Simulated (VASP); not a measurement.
All values below come from optB86b-vdW, VASP's PBE PAW potentials (set 64) (plane waves; VASP 6.6.1).

A VASP calculation is set up with these files.

### INCAR
```
AGGAC=0.0
ALGO=Normal
EDIFF=1E-7
ENCUT=520
GGA=MK
ISIF=2
ISMEAR=-5
LASPH=.TRUE.
LCHARG=.TRUE.
LMAXMIX=4
LORBIT=11
LREAL=.FALSE.
LUSE_VDW=.TRUE.
LWAVE=.FALSE.
NEDOS=601
NELM=100
PARAM1=0.1234
PARAM2=1.0
PREC=Accurate
SYSTEM=Pd
```

POSCAR:
```
Pd
1
   -0.0000000000     1.9528884919     1.9528884919
    1.9528884919     0.0000000000     1.9528884919
    1.9528884919     1.9528884919     0.0000000000
Pd
1
Direct
  0.0000000000   0.0000000000   0.0000000000
```

**KPOINTS**
```
Regular mesh
0
G
  18 18 18
```

POTCAR, in this order: Pd (PBE.64 set). Program: vasp_std.

Q: Estimate the energy per atom (σ→0), band gap (on the k-mesh).

A: 
| Quantity | Result |
|---|---|
| energy per atom (σ→0) | -2.438 eV/atom |
| band gap (on the k-mesh) | none (metal, semimetal or under 0.01 eV) |

File OSZICAR:
```
...
DAV:   5    -0.273768740470E+01   -0.19878E-04   -0.19908E-04  4079   0.124E-01    0.764E+00
DAV:   6    -0.245312048487E+01    0.28457E+00   -0.13458E+00  3587   0.108E+01    0.359E+00
DAV:   7    -0.244185902375E+01    0.11261E-01   -0.87846E-03  3911   0.878E-01    0.190E+00
DAV:   8    -0.243779577308E+01    0.40633E-02   -0.11884E-03  3772   0.323E-01    0.613E-02
DAV:   9    -0.243779032205E+01    0.54510E-05   -0.15833E-05  4964   0.416E-02    0.122E-02
DAV:  10    -0.243779354114E+01   -0.32191E-05   -0.20011E-06  3869   0.165E-02    0.403E-03
DAV:  11    -0.243779350373E+01    0.37412E-07   -0.13464E-08  2852   0.111E-03
   1 F= -.24377935E+01 E0= -.24377935E+01  d E =0.000000E+00
```

The compound is Pd in the fcc structure. It was relaxed first.
